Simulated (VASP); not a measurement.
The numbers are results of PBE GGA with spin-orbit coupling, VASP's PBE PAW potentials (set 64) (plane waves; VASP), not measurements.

VASP input:

POSCAR:
```
Ho
11.3077480
  0.3107996393   0.0000000000   0.0000000000
 -0.1553998197   0.2691604022   0.0000000000
  0.0000000000   0.0000000000   1.0000000000
Ho
4
direct
  0.0000000000   0.0000000000   0.0000000000
  0.0000000000   0.0000000000   0.5000000000
  0.3333330000   0.6666670000   0.2500000000
  0.6666670000   0.3333330000   0.7500000000
```

### INCAR
```
ENCUT  =  300
LREAL  =  .FALSE.
NELM  =  100
LCHARG  =  .FALSE.
ISIF  =  2   ! forces and stress, cell fixed
ISMEAR  =  0   ! Gaussian
ALGO  =  Normal
GGA  =  PE   ! PBE
LASPH  =  .TRUE.
EDIFF  =  1E-6
GGA_COMPAT  =  .FALSE.
SIGMA  =  0.272
LNONCOLLINEAR  =  .TRUE.
LMAXMIX  =  6   ! l cut-off of mixed one-centre charges
LWAVE  =  .FALSE.
MAGMOM  =  2*0.0 4.0 2*0.0 4.0 2*0.0 4.0 2*0.0 4.0
SYSTEM  =  Ho
LORBIT  =  11   ! lm-projected
LSORBIT  =  .TRUE.
PREC  =  Accurate
```

KPOINTS:
```
Automatic mesh
0
Gamma
7 7 2
0 0 0
```

POTCAR, in this order: Ho (PBE.64 set). Program: vasp_ncl.

The run wrote:

OSZICAR:
```
...
DAV:  12    -0.311375571839E+02    0.59891E+02   -0.68599E+01  6328   0.607E+01    0.338E+02
DAV:  13    -0.306726617236E+02    0.46490E+00   -0.37482E+01  7324   0.243E+01    0.897E+01
DAV:  14    -0.297350952629E+02    0.93757E+00   -0.11804E+01  6288   0.245E+01    0.780E+01
DAV:  15    -0.324574189851E+02   -0.27223E+01   -0.26146E+01  5920   0.454E+01    0.947E+01
DAV:  16    -0.279797005998E+02    0.44777E+01   -0.48043E+00  5736   0.315E+01    0.629E+01
DAV:  17    -0.287581900110E+02   -0.77849E+00   -0.14212E+00  7232   0.149E+01    0.648E+01
DAV:  18    -0.292448057035E+02   -0.48662E+00   -0.66452E-01  7108   0.738E+00    0.661E+01
DAV:  19    -0.292451962111E+02   -0.39051E-03   -0.49527E-01  7320   0.294E+00    0.694E+01
DAV:  20    -0.291951903083E+02    0.50006E-01   -0.23734E-02  6688   0.106E+00    0.700E+01
DAV:  21    -0.296172900283E+02   -0.42210E+00   -0.17982E-01  6184   0.307E+00    0.724E+01
DAV:  22    -0.298991797354E+02   -0.28189E+00   -0.63462E-02  6616   0.299E+00    0.738E+01
DAV:  23    -0.301556411642E+02   -0.25646E+00   -0.75947E-02  6984   0.316E+00    0.744E+01
DAV:  24    -0.303617421891E+02   -0.20610E+00   -0.77514E-02  6172   0.361E+00    0.736E+01
DAV:  25    -0.304509498974E+02   -0.89208E-01   -0.57756E-01  5412   0.120E+01    0.651E+01
DAV:  26    -0.297027939480E+02    0.74816E+00   -0.99386E-01  6176   0.119E+01    0.534E+01
DAV:  27    -0.296814159373E+02    0.21378E-01   -0.32042E-01  7048   0.420E+00    0.503E+01
DAV:  28    -0.297507148966E+02   -0.69299E-01   -0.10651E-01  6568   0.724E+00    0.503E+01
DAV:  29    -0.302635103226E+02   -0.51280E+00   -0.10156E+00  6008   0.131E+01    0.540E+01
DAV:  30    -0.304434022875E+02   -0.17989E+00   -0.11142E-01  6792   0.602E+00    0.535E+01
DAV:  31    -0.303768405478E+02    0.66562E-01   -0.63557E-02  6836   0.421E+00    0.516E+01
DAV:  32    -0.302724971437E+02    0.10434E+00   -0.51618E-02  7136   0.261E+00    0.495E+01
DAV:  33    -0.302218280935E+02    0.50669E-01   -0.12663E-01  7456   0.361E+00    0.473E+01
DAV:  34    -0.302451758185E+02   -0.23348E-01   -0.63092E-02  7280   0.274E+00    0.462E+01
DAV:  35    -0.302613063121E+02   -0.16130E-01   -0.20374E-02  7152   0.141E+00    0.460E+01
DAV:  36    -0.302746655632E+02   -0.13359E-01   -0.68205E-03  7244   0.109E+00    0.461E+01
DAV:  37    -0.302721356342E+02    0.25299E-02   -0.92069E-03  7332   0.381E-01    0.461E+01
DAV:  38    -0.302705495155E+02    0.15861E-02   -0.92506E-04  6892   0.345E-01    0.461E+01
DAV:  39    -0.302777797431E+02   -0.72302E-02   -0.16536E-04  7376   0.198E-01    0.461E+01
DAV:  40    -0.303108720480E+02   -0.33092E-01   -0.87506E-04  7008   0.630E-01    0.462E+01
DAV:  41    -0.303956751731E+02   -0.84803E-01   -0.60284E-03  5964   0.199E+00    0.464E+01
DAV:  42    -0.304718045533E+02   -0.76129E-01   -0.22528E-02  6248   0.370E+00    0.464E+01
DAV:  43    -0.304103209581E+02    0.61484E-01   -0.20994E-02  7128   0.219E+00    0.464E+01
DAV:  44    -0.303393201430E+02    0.71001E-01   -0.15766E-02  6872   0.166E+00    0.467E+01
DAV:  45    -0.303263228320E+02    0.12997E-01   -0.10213E-02  7496   0.897E-01    0.471E+01
DAV:  46    -0.302888779446E+02    0.37445E-01   -0.49247E-03  6996   0.799E-01    0.474E+01
DAV:  47    -0.302633968631E+02    0.25481E-01   -0.44345E-03  7224   0.836E-01    0.481E+01
DAV:  48    -0.302504031112E+02    0.12994E-01   -0.17652E-03  7384   0.756E-01    0.488E+01
DAV:  49    -0.302452244895E+02    0.51786E-02   -0.14665E-03  7424   0.666E-01    0.497E+01
DAV:  50    -0.302442618767E+02    0.96261E-03   -0.16277E-03  7352   0.980E-01    0.515E+01
DAV:  51    -0.300201033149E+02    0.22416E+00   -0.13262E-01  6204   0.103E+01    0.515E+01
DAV:  52    -0.300338026451E+02   -0.13699E-01   -0.55256E-02  7020   0.255E+00    0.522E+01
DAV:  53    -0.300419568955E+02   -0.81543E-02   -0.18353E-02  7552   0.131E+00    0.526E+01
DAV:  54    -0.300451252928E+02   -0.31684E-02   -0.60776E-03  7592   0.117E+00    0.532E+01
DAV:  55    -0.300456157981E+02   -0.49051E-03   -0.82810E-03  7120   0.463E-01    0.535E+01
DAV:  56    -0.218475614182E+02    0.81981E+01   -0.46665E+00  5404   0.540E+01    0.332E+01
DAV:  57    -0.277112277341E+02   -0.58637E+01   -0.15844E+00  6252   0.162E+01    0.294E+01
DAV:  58    -0.298076298081E+02   -0.20964E+01   -0.36510E-01  5764   0.168E+01    0.285E+01
DAV:  59    -0.298092948900E+02   -0.16651E-02   -0.42330E-01  6328   0.102E+01    0.312E+01
DAV:  60    -0.300645848629E+02   -0.25529E+00   -0.23615E-01  6224   0.374E+00    0.312E+01
DAV:  61    -0.302050885095E+02   -0.14050E+00   -0.37639E-01  5880   0.137E+01    0.251E+01
DAV:  62    -0.298545689147E+02    0.35052E+00   -0.16712E-01  6332   0.759E+00    0.258E+01
DAV:  63    -0.299991017708E+02   -0.14453E+00   -0.66065E-02  6080   0.259E+00    0.245E+01
DAV:  64    -0.300792764237E+02   -0.80175E-01   -0.56173E-02  5648   0.171E+00    0.229E+01
DAV:  65    -0.300927989745E+02   -0.13523E-01   -0.62463E-02  5676   0.208E+00    0.206E+01
DAV:  66    -0.301409980279E+02   -0.48199E-01   -0.52005E-02  6208   0.274E+00    0.178E+01
DAV:  67    -0.300700492120E+02    0.70949E-01   -0.34978E-02  6356   0.246E+00    0.153E+01
DAV:  68    -0.300640623474E+02    0.59869E-02   -0.36518E-02  6352   0.323E+00    0.124E+01
DAV:  69    -0.300108750406E+02    0.53187E-01   -0.44946E-02  6188   0.326E+00    0.108E+01
DAV:  70    -0.299745786915E+02    0.36296E-01   -0.30956E-02  6808   0.233E+00    0.965E+00
DAV:  71    -0.300080751205E+02   -0.33496E-01   -0.34902E-02  6728   0.291E+00    0.821E+00
DAV:  72    -0.299614462978E+02    0.46629E-01   -0.36805E-02  6852   0.195E+00    0.708E+00
DAV:  73    -0.299566560504E+02    0.47902E-02   -0.20695E-02  7320   0.150E+00    0.590E+00
DAV:  74    -0.299792165264E+02   -0.22560E-01   -0.19321E-02  7028   0.197E+00    0.418E+00
DAV:  75    -0.300234125331E+02   -0.44196E-01   -0.62319E-02  6364   0.329E+00    0.206E+00
DAV:  76    -0.301041491627E+02   -0.80737E-01   -0.14056E-01  6264   0.321E+00    0.695E+00
DAV:  77    -0.301152016313E+02   -0.11052E-01   -0.47530E-02  7392   0.116E+00    0.797E+00
DAV:  78    -0.301112447068E+02    0.39569E-02   -0.11557E-02  7436   0.468E-01    0.813E+00
DAV:  79    -0.301075531247E+02    0.36916E-02   -0.50490E-04  7040   0.162E-01    0.807E+00
DAV:  80    -0.301074371862E+02    0.11594E-03   -0.15047E-04  7448   0.478E-02    0.807E+00
DAV:  81    -0.300314906162E+02    0.75947E-01   -0.11676E-01  5876   0.297E+00    0.278E+00
DAV:  82    -0.300473775036E+02   -0.15887E-01   -0.67120E-03  6072   0.101E+00    0.245E+00
DAV:  83    -0.300587440998E+02   -0.11367E-01   -0.47998E-03  6492   0.102E+00    0.284E+00
DAV:  84    -0.300717639240E+02   -0.13020E-01   -0.68538E-03  6432   0.104E+00    0.350E+00
DAV:  85    -0.300781770337E+02   -0.64131E-02   -0.52327E-03  5952   0.951E-01    0.385E+00
DAV:  86    -0.300842109472E+02   -0.60339E-02   -0.22815E-03  6524   0.428E-01    0.418E+00
DAV:  87    -0.300817517534E+02    0.24592E-02   -0.82179E-04  6504   0.165E-01    0.417E+00
DAV:  88    -0.300810844799E+02    0.66727E-03   -0.10140E-04  7008   0.705E-02    0.419E+00
DAV:  89    -0.300809863634E+02    0.98117E-04   -0.20957E-05  6376   0.628E-02    0.416E+00
DAV:  90    -0.300785990296E+02    0.23873E-02   -0.47911E-04  5500   0.240E-01    0.387E+00
DAV:  91    -0.300748170355E+02    0.37820E-02   -0.31061E-03  5676   0.702E-01    0.310E+00
DAV:  92    -0.300757577787E+02   -0.94074E-03   -0.19168E-03  6416   0.800E-01    0.249E+00
DAV:  93    -0.300763721279E+02   -0.61435E-03   -0.13331E-03  6704   0.610E-01    0.207E+00
DAV:  94    -0.300768521461E+02   -0.48002E-03   -0.84632E-04  7212   0.219E-01    0.193E+00
DAV:  95    -0.300766606905E+02    0.19146E-03   -0.31813E-04  6952   0.127E-01    0.183E+00
DAV:  96    -0.300745787055E+02    0.20820E-02   -0.50304E-04  6568   0.238E-01    0.164E+00
DAV:  97    -0.300756443430E+02   -0.10656E-02   -0.11353E-03  6704   0.636E-01    0.125E+00
DAV:  98    -0.300763662074E+02   -0.72186E-03   -0.68316E-03  5756   0.150E+00    0.118E+00
DAV:  99    -0.300789604814E+02   -0.25943E-02   -0.35161E-03  6116   0.802E-01    0.155E+00
DAV: 100    -0.300793658004E+02   -0.40532E-03   -0.17814E-03  6948   0.283E-01
   1 F= -.30079366E+02 E0= -.29792286E+02  d E =-.574159E+00  mag=     0.0000    -0.0000    14.3153
```

### OUTCAR
```
------------------------ aborting loop EDIFF was not reached (unconverged)  ----------------------------
  FORCE on cell =-STRESS in cart. coord.  units (eV):
  Direction    XX          YY          ZZ          XY          YZ          ZX
  --------------------------------------------------------------------------------------
  Total        0.7886825      0.7886826      1.7020824     -0.0009263      0.0000000      0.0000000
  in kB       10.4470272     10.4470287     22.5460841     -0.0122704      0.0000000      0.0000000
  external PRESSURE =      14.4800467 kB  Pullay stress =       0.0000000 kB
  volume of cell :      120.95
      direct lattice vectors                 reciprocal lattice vectors
     3.514444000  0.000000000  0.000000000     0.284540030  0.164279251  0.000000000
    -1.757222000  3.043598000  0.000000000     0.000000000  0.328558502  0.000000000
     0.000000000  0.000000000 11.307748000     0.000000000  0.000000000  0.088434939
 POSITION                                       TOTAL-FORCE (eV/Angst)
 -----------------------------------------------------------------------------------
      0.00000      0.00000      0.00000         0.000000      0.000000      0.000000
      0.00000      0.00000      5.65387         0.000000      0.000000      0.000000
     -0.00000      2.02907      2.82694         0.000000     -0.000000      0.000000
      1.75722      1.01453      8.48081        -0.000000      0.000000     -0.000000
 -----------------------------------------------------------------------------------
    total drift:                                0.000000     -0.000000      0.000000
  FREE ENERGIE OF THE ION-ELECTRON SYSTEM (eV)
  ---------------------------------------------------
  free  energy   TOTEN  =       -30.0793658004 eV

  energy  without entropy=      -29.5052067233  energy(sigma->0) =      -29.79228626

 total charge

# of ion       s       p       d       f       tot
--------------------------------------------------
    1        2.125   5.725   0.463  10.220  18.533
    2        2.125   5.725   0.463  10.220  18.533
    3        2.126   5.727   0.456  10.322  18.631
    4        2.126   5.727   0.456  10.322  18.631
--------------------------------------------------
tot          8.501  22.904   1.837  41.084  74.327

 magnetization (x)

# of ion       s       p       d       f       tot
--------------------------------------------------
    1       -0.000  -0.000  -0.000  -0.000  -0.000
    2        0.000  -0.000   0.000   0.000   0.000
    3        0.000   0.000  -0.000   0.000   0.000
    4       -0.000   0.000   0.000   0.000   0.000
--------------------------------------------------
tot          0.000  -0.000  -0.000   0.000  -0.000

 magnetization (y)

# of ion       s       p       d       f       tot
--------------------------------------------------
    1       -0.000  -0.000   0.000   0.000   0.000
    2       -0.000   0.000   0.000  -0.000  -0.000
    3       -0.000   0.000   0.000   0.000   0.000
    4       -0.000   0.000   0.000   0.000  -0.000
--------------------------------------------------
tot         -0.000   0.000   0.000   0.000   0.000

 magnetization (z)

# of ion       s       p       d       f       tot
--------------------------------------------------
    1        0.005  -0.014   0.064   3.458   3.513
    2        0.005  -0.014   0.064   3.458   3.513
    3        0.004  -0.015   0.049   3.352   3.391
    4        0.004  -0.015   0.049   3.352   3.391
--------------------------------------------------
tot          0.018  -0.060   0.227  13.621  13.807

 Ion:    1  E_soc:     -2.0470023

 Ion:    2  E_soc:     -2.0470023

 Ion:    3  E_soc:     -2.0476237

 Ion:    4  E_soc:     -2.0476237
```
(Selected blocks of OUTCAR.)

File stdout:
```
...
DAV:  81    -0.300314906162E+02    0.75947E-01   -0.11676E-01  5876   0.297E+00    0.278E+00
DAV:  82    -0.300473775036E+02   -0.15887E-01   -0.67120E-03  6072   0.101E+00    0.245E+00
DAV:  83    -0.300587440998E+02   -0.11367E-01   -0.47998E-03  6492   0.102E+00    0.284E+00
DAV:  84    -0.300717639240E+02   -0.13020E-01   -0.68538E-03  6432   0.104E+00    0.350E+00
DAV:  85    -0.300781770337E+02   -0.64131E-02   -0.52327E-03  5952   0.951E-01    0.385E+00
DAV:  86    -0.300842109472E+02   -0.60339E-02   -0.22815E-03  6524   0.428E-01    0.418E+00
DAV:  87    -0.300817517534E+02    0.24592E-02   -0.82179E-04  6504   0.165E-01    0.417E+00
DAV:  88    -0.300810844799E+02    0.66727E-03   -0.10140E-04  7008   0.705E-02    0.419E+00
DAV:  89    -0.300809863634E+02    0.98117E-04   -0.20957E-05  6376   0.628E-02    0.416E+00
DAV:  90    -0.300785990296E+02    0.23873E-02   -0.47911E-04  5500   0.240E-01    0.387E+00
DAV:  91    -0.300748170355E+02    0.37820E-02   -0.31061E-03  5676   0.702E-01    0.310E+00
DAV:  92    -0.300757577787E+02   -0.94074E-03   -0.19168E-03  6416   0.800E-01    0.249E+00
DAV:  93    -0.300763721279E+02   -0.61435E-03   -0.13331E-03  6704   0.610E-01    0.207E+00
DAV:  94    -0.300768521461E+02   -0.48002E-03   -0.84632E-04  7212   0.219E-01    0.193E+00
DAV:  95    -0.300766606905E+02    0.19146E-03   -0.31813E-04  6952   0.127E-01    0.183E+00
DAV:  96    -0.300745787055E+02    0.20820E-02   -0.50304E-04  6568   0.238E-01    0.164E+00
DAV:  97    -0.300756443430E+02   -0.10656E-02   -0.11353E-03  6704   0.636E-01    0.125E+00
DAV:  98    -0.300763662074E+02   -0.72186E-03   -0.68316E-03  5756   0.150E+00    0.118E+00
DAV:  99    -0.300789604814E+02   -0.25943E-02   -0.35161E-03  6116   0.802E-01    0.155E+00
DAV: 100    -0.300793658004E+02   -0.40532E-03   -0.17814E-03  6948   0.283E-01

 -----------------------------------------------------------------------------
|                                                                             |
|           W    W    AA    RRRRR   N    N  II  N    N   GGGG   !!!           |
|           W    W   A  A   R    R  NN   N  II  NN   N  G    G  !!!           |
|           W    W  A    A  R    R  N N  N  II  N N  N  G       !!!           |
|           W WW W  AAAAAA  RRRRR   N  N N  II  N  N N  G  GGG   !            |
|           WW  WW  A    A  R   R   N   NN  II  N   NN  G    G                |
|           W    W  A    A  R    R  N    N  II  N    N   GGGG   !!!           |
|                                                                             |
|     The electronic self-consistency was not achieved in the given           |
|     number of steps (NELM). The forces and other quantities evaluated       |
|     might not be reliable so examine the results carefully. If you find     |
|     spurious results, we suggest increasing NELM, if you were close to      |
|     convergence or switching to a different ALGO or adjusting the           |
|     density mixing parameters otherwise.                                    |
|                                                                             |
 -----------------------------------------------------------------------------

   1 F= -.30079366E+02 E0= -.29792286E+02  d E =-.574159E+00  mag=     0.0000    -0.0000    14.3153
```

The run did not converge; its last values are not results.

At this cut-off the stress carries a Pulay error, which pulls relaxed volumes low.

The structure was generated: Ho was put into an ordered model structure, which need not be its known phase. The cell was not relaxed at this level. The run is one of a series of settings (GGA_COMPAT = .FALSE., ISPIN removed, LNONCOLLINEAR = .TRUE., LSORBIT = .TRUE., MAGMOM = 0.0 0.0 4.0 0.0 0.0 4.0 0.0 0.0 4.0 0.0 0.0 4.0, program vasp_ncl against the base run), some of them coarse on purpose.
